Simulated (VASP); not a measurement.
The input files of a VASP run:

### INCAR
```
SYSTEM  =  Te
PREC  =  Accurate; ENCUT  =  400; LREAL  =  F
LASPH  =  T
EDIFF  =  1E-6; NELM  =  100; ALGO  =  Normal
LMAXMIX  =  4
ISMEAR  =  0; SIGMA  =  0.05
GGA  =  PE
ISIF  =  2
LWAVE  =  F; LCHARG  =  F
```

**KPOINTS**
```
K-points
0
M
7 7 6
0 0 0
```

**POSCAR**
```
Te
1
    2.2746000000    -3.9397220000     0.0000000000
    2.2746000000     3.9397220000     0.0000000000
    0.0000000000     0.0000000000     6.0486000000
Te
3
Direct
  0.0000000000   0.2630000000   0.6666670000
  0.7370000000   0.7370000000   0.0000000000
  0.2630000000   0.0000000000   0.3333330000
```

POTCAR, in this order: Te (PBE.64 set). Program: vasp_std.

Write an equivalent input for Ansatz.

One equivalent input (not run):
Ansatz 0.2 input:
```yaml
crystal:
  lattice:
    - [2.2746000, -3.9397220, 0.0000000]
    - [2.2746000, 3.9397220, 0.0000000]
    - [0.0000000, 0.0000000, 6.0486000]
  atoms:
    - { symbol: Te, position: [0.0000000, 0.2630000, 0.6666670] }
    - { symbol: Te, position: [0.7370000, 0.7370000, 0.0000000] }
    - { symbol: Te, position: [0.2630000, 0.0000000, 0.3333330] }
kpoints:
  mp_grid: { grid: [7, 7, 6], shift: [0.0, 0.0, 0.5] }
hamiltonian:
  xc: pbe
  pseudopotentials: { kind: paw }
scf:
  occupations: { method: gaussian, width: 0.05 }
  max_iter: 100
output: { forces: true, stress: true, eigenvalues: true }
```
The two are equivalent in intent, not identical: each code has its own PAW files, so the cut-off isn't converted (ENCUT is set for VASP's; basis.ecutwfc is left out, and Ansatz then takes the one that its files recommend); Ansatz stops its SCF on the density residual and VASP on the energy change (EDIFF); an even Monkhorst-Pack mesh in KPOINTS is shifted by half a step.

The compound is Te in the trig structure. The cell was not relaxed at this level. The run is one of a series of settings (KPOINTS 7×7×6 Monkhorst-Pack mesh against the base run), some of them coarse on purpose.
